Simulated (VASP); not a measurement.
# IrO2 (relaxed from the 3R-MoS2 structure, space group R3m): computed properties

Level of theory: PBEsol GGA, VASP's PBE PAW potentials (set 64) (plane waves; VASP).

```yaml
space_group: R3m (160)
cell: a = b = 2.952 Å, c = 14.080 Å, α = β = 90.00°, γ = 120.00°
volume_per_atom: 11.81 Å³/atom
band gap (over mesh and band path): none (metal, semimetal or under 0.01 eV)
band_gap_with_spin_orbit_coupling: none (metallic)
density: 10.51 g/cm³
```

IrO₂ is modelled in the trigonal space group R3m, hexagonal axes (No. 160), Pearson symbol hR3. Conventional cell: a = 2.9519 Å, b = 2.9519 Å, c = 14.0803 Å, α = 90.00°, β = 90.00°, γ = 120.00°. Ir on 3a has 6 O at 2.047–2.120 Å (trigonal prismatic). O1 on 3a sees 3 Ir at 2.047 Å (trigonal pyramidal). O2 on 3a is surrounded by 3 Ir at 2.120 Å (trigonal pyramidal). (Neighbours: up to the widest gap in distance over summed covalent radii, below 1.35, at either atom; cation-cation and far metal-metal contacts left out.)
(The calculation used a cell of 3 atoms; values per cell refer to that cell.)

Without a dispersion term in the relaxation, distances and binding between the weakly bound layers, chains or molecules are unreliable, and so is what depends on them. Unless said otherwise, spin-orbit coupling is left out, though it shifts the bands of the heavy elements here.

The structure was generated: IrO2 was put into the 3R-MoS2 type (R3m), which need not be its known phase. It was relaxed first, which changed the volume by +13 %. Symmetry was kept, so distortions that lower it aren't found. The electron count is odd and the run is not spin-polarised, which forces a metal.
